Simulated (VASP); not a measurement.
Output of a VASP run:

OSZICAR:
```
...
DAV:   9    -0.155865158420E+03   -0.22775E-04   -0.42865E-06   284   0.132E-02    0.366E-03
DAV:  10    -0.155865181805E+03   -0.23385E-04   -0.47858E-06   290   0.147E-02    0.154E-03
DAV:  11    -0.155865196061E+03   -0.14257E-04   -0.16824E-05   328   0.246E-02    0.700E-04
DAV:  12    -0.155865209438E+03   -0.13377E-04   -0.11883E-06   330   0.692E-03    0.605E-04
DAV:  13    -0.155865214707E+03   -0.52689E-05   -0.48884E-07   276   0.504E-03
   6 F= -.15586521E+03 E0= -.15586521E+03  d E =-.189691E-02
       N       E                     dE             d eps       ncg     rms          rms(c)
DAV:   1    -0.155863868211E+03    0.13412E-02   -0.27275E-01   456   0.203E+00    0.223E-01
DAV:   2    -0.155862999681E+03    0.86853E-03   -0.10771E-02   456   0.505E-01    0.830E-02
DAV:   3    -0.155864406920E+03   -0.14072E-02   -0.60431E-04   552   0.132E-01    0.640E-02
DAV:   4    -0.155864802965E+03   -0.39604E-03   -0.11120E-04   440   0.597E-02    0.353E-02
DAV:   5    -0.155865541433E+03   -0.73847E-03   -0.21795E-04   456   0.883E-02    0.120E-02
DAV:   6    -0.155865766066E+03   -0.22463E-03   -0.10703E-04   448   0.702E-02    0.137E-02
DAV:   7    -0.155865782941E+03   -0.16875E-04   -0.12994E-05   320   0.276E-02    0.116E-02
DAV:   8    -0.155865874452E+03   -0.91511E-04   -0.11734E-05   332   0.177E-02    0.476E-03
DAV:   9    -0.155866021853E+03   -0.14740E-03   -0.46355E-05   360   0.340E-02    0.732E-03
DAV:  10    -0.155865991863E+03    0.29990E-04   -0.79063E-06   288   0.165E-02    0.191E-03
DAV:  11    -0.155866007644E+03   -0.15781E-04   -0.10987E-06   336   0.613E-03    0.129E-03
DAV:  12    -0.155866051055E+03   -0.43411E-04   -0.49548E-06   272   0.132E-02    0.106E-03
DAV:  13    -0.155866046383E+03    0.46716E-05   -0.45262E-06   272   0.124E-02
   7 F= -.15586605E+03 E0= -.15586605E+03  d E =-.831677E-03
       N       E                     dE             d eps       ncg     rms          rms(c)
DAV:   1    -0.155858388463E+03    0.76626E-02   -0.10273E+00   456   0.393E+00    0.438E-01
DAV:   2    -0.155858847491E+03   -0.45903E-03   -0.38598E-02   456   0.958E-01    0.163E-01
DAV:   3    -0.155862954060E+03   -0.41066E-02   -0.20560E-03   552   0.241E-01    0.125E-01
DAV:   4    -0.155863645085E+03   -0.69102E-03   -0.35715E-04   516   0.106E-01    0.670E-02
DAV:   5    -0.155865698014E+03   -0.20529E-02   -0.64310E-04   456   0.150E-01    0.224E-02
DAV:   6    -0.155866054323E+03   -0.35631E-03   -0.25309E-04   456   0.106E-01    0.258E-02
DAV:   7    -0.155866081340E+03   -0.27017E-04   -0.31558E-05   376   0.415E-02    0.216E-02
DAV:   8    -0.155866437990E+03   -0.35665E-03   -0.15462E-04   456   0.649E-02    0.745E-03
DAV:   9    -0.155866597996E+03   -0.16001E-03   -0.37617E-05   390   0.405E-02    0.157E-02
DAV:  10    -0.155866539136E+03    0.58861E-04   -0.20535E-05   328   0.274E-02    0.294E-03
DAV:  11    -0.155866582035E+03   -0.42899E-04   -0.88536E-06   320   0.192E-02    0.200E-03
DAV:  12    -0.155866641416E+03   -0.59381E-04   -0.14094E-05   320   0.203E-02    0.212E-03
DAV:  13    -0.155866666269E+03   -0.24853E-04   -0.28204E-06   336   0.977E-03    0.104E-03
DAV:  14    -0.155866697873E+03   -0.31604E-04   -0.45532E-06   270   0.139E-02    0.134E-03
DAV:  15    -0.155866713534E+03   -0.15661E-04   -0.37487E-06   272   0.126E-02    0.127E-03
DAV:  16    -0.155866701937E+03    0.11596E-04   -0.35018E-06   272   0.137E-02    0.126E-03
DAV:  17    -0.155866707444E+03   -0.55069E-05   -0.42502E-06   272   0.125E-02
   8 F= -.15586671E+03 E0= -.15586671E+03  d E =-.149274E-02
```

OUTCAR:
```
------------------------ aborting loop because EDIFF is reached ----------------------------------------
  FORCE on cell =-STRESS in cart. coord.  units (eV):
  Direction    XX          YY          ZZ          XY          YZ          ZX
  --------------------------------------------------------------------------------------
  Total       -1.9462617     -1.9462617     -0.1599055      0.0000000      0.0000000     -0.0000000
  in kB       -5.3437063     -5.3437063     -0.4390406      0.0000000      0.0000000     -0.0000000
  external PRESSURE =      -3.7088177 kB  Pullay stress =       0.0000000 kB
  volume of cell :      583.54
      direct lattice vectors                 reciprocal lattice vectors
     4.561499265  0.000000000  0.000000000     0.219226167  0.000000000  0.000000000
     0.000000000  4.561499265  0.000000000     0.000000000  0.219226167  0.000000000
     0.000000000  0.000000000 28.044908165     0.000000000  0.000000000  0.035657097
 POSITION                                       TOTAL-FORCE (eV/Angst)
 -----------------------------------------------------------------------------------
      4.56150      2.28075      9.23496        -0.000000     -0.000000      0.016004
      2.28075      4.56150     12.40356         0.000000     -0.000000     -0.005448
      0.00000      2.28075     15.64134         0.000000      0.000000      0.005448
      2.28075      4.56150     18.80995         0.000000      0.000000     -0.016004
      4.56150      2.28075     12.38118         0.000000      0.000000      0.026095
      2.28075      4.56150      9.23675         0.000000     -0.000000     -0.012235
      0.00000      2.28075     18.80816        -0.000000      0.000000      0.012235
      2.28075      4.56150     15.66373         0.000000     -0.000000     -0.026095
 -----------------------------------------------------------------------------------
    total drift:                                0.000000      0.000000      0.000000
  FREE ENERGIE OF THE ION-ELECTRON SYSTEM (eV)
  ---------------------------------------------------
  free  energy   TOTEN  =      -155.8667074442 eV

  energy  without entropy=     -155.8667074442  energy(sigma->0) =     -155.86670744

 reached required accuracy - stopping structural energy minimisation
```
(Selected blocks of OUTCAR.)

File POSCAR:
```
BaS(100) slab
1
    4.5614992654     0.0000000000     0.0000000000
    0.0000000000     4.5614992654    -0.0000000000
   -0.0000000000    -0.0000000000    28.0449081654
Ba S
4 4
Direct
  0.0000000000   0.5000000000   0.3274840000
  0.5000000000   0.0000000000   0.4424950000
  0.0000000000   0.5000000000   0.5575050000
  0.5000000000   0.0000000000   0.6725160000
  0.0000000000   0.5000000000   0.4424950000
  0.5000000000   0.0000000000   0.3274840000
  0.0000000000   0.5000000000   0.6725160000
  0.5000000000   0.0000000000   0.5575050000
```

Problem. Reconstruct the remaining input files.

Solution. This is not unique; one that fits is the input of the run itself, r2SCAN meta-GGA, plane waves, VASP's PBE PAW potentials (set 64).

KPOINTS:
```
Automatic mesh
0
Gamma
5 5 1
0 0 0
```

INCAR:
```
# general
SYSTEM  = BaS(100) slab
PREC    = Normal
ENCUT   = 400
LREAL   = F
LASPH   = T

# electronic loop
EDIFF   = 1E-5
NELM    = 100
NELMIN  = 4
ALGO    = Normal
LMAXMIX = 4
LMIXTAU = T

# smearing
ISMEAR  = 0
SIGMA   = 0.05

# functional
METAGGA = R2SCAN

# ions
IBRION  = 2
NSW     = 50
ISIF    = 2
EDIFFG  = -0.03

# output
LWAVE   = T
LCHARG  = F

# other
LDIPOL  = T
IDIPOL  = 3
DIPOL   = 0.5 0.5 0.5
```

POTCAR, in this order: Ba_sv S (PBE.64 set). Program: vasp_std.

The cell is a thin slab with vacuum, built from BaS (rock salt): (100) face.
